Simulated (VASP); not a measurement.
OSZICAR of a VASP run on Tm (hcp):

**OSZICAR**
```
       N       E                     dE             d eps       ncg     rms          rms(c)
DAV:   1     0.530557851139E+02    0.53056E+02   -0.75669E+03  1672   0.109E+03
DAV:   2    -0.523796593853E+01   -0.58294E+02   -0.57264E+02  1773   0.346E+02
DAV:   3    -0.885686226898E+01   -0.36189E+01   -0.32455E+01  2753   0.546E+01
DAV:   4    -0.894806229186E+01   -0.91200E-01   -0.88788E-01  2674   0.731E+00
DAV:   5    -0.894902115006E+01   -0.95886E-03   -0.95724E-03  2346   0.657E-01    0.235E+01
DAV:   6    -0.894419537471E+01    0.48258E-02   -0.32888E-02  2566   0.216E+00    0.140E+01
DAV:   7    -0.895719115528E+01   -0.12996E-01   -0.57967E-02  2509   0.280E+00    0.379E-01
DAV:   8    -0.895694816305E+01    0.24299E-03   -0.33277E-03  2152   0.518E-01    0.918E-02
DAV:   9    -0.895696376665E+01   -0.15604E-04   -0.25120E-04  2714   0.167E-01    0.304E-02
DAV:  10    -0.895695670226E+01    0.70644E-05   -0.28522E-05  2318   0.485E-02    0.390E-02
DAV:  11    -0.895695736668E+01   -0.66441E-06   -0.29180E-06  2139   0.168E-02    0.267E-03
DAV:  12    -0.895695763175E+01   -0.26507E-06   -0.31078E-07  2608   0.553E-03    0.946E-04
DAV:  13    -0.895695760874E+01    0.23005E-07   -0.79749E-09  1183   0.954E-04    0.314E-04
DAV:  14    -0.895695760864E+01    0.10004E-09   -0.14061E-09  1102   0.583E-04
   1 F= -.89569576E+01 E0= -.89576224E+01  d E =-.895696E+01
```

### Question
Which electronic solver shows in the log?

### Answer
It is blocked Davidson (ALGO = Normal, or the opening steps of other solvers). The INCAR had ALGO = Normal.

### Question
Can the final energy be trusted as converged?

### Answer
The run converged. It stopped with EDIFF = 1E-8, NELM = 100, NSW = 30 and EDIFFG = -0.001 after 1 ionic step (PBE GGA, plane waves, VASP's PBE PAW potentials (set 64)). The 4f electrons are frozen in the core of the lanthanide potential, so 4f levels, which can set the real gap, and their magnetism are missing.

The compound is Tm in the hcp structure. It was relaxed first. The start is the result of an earlier pass.
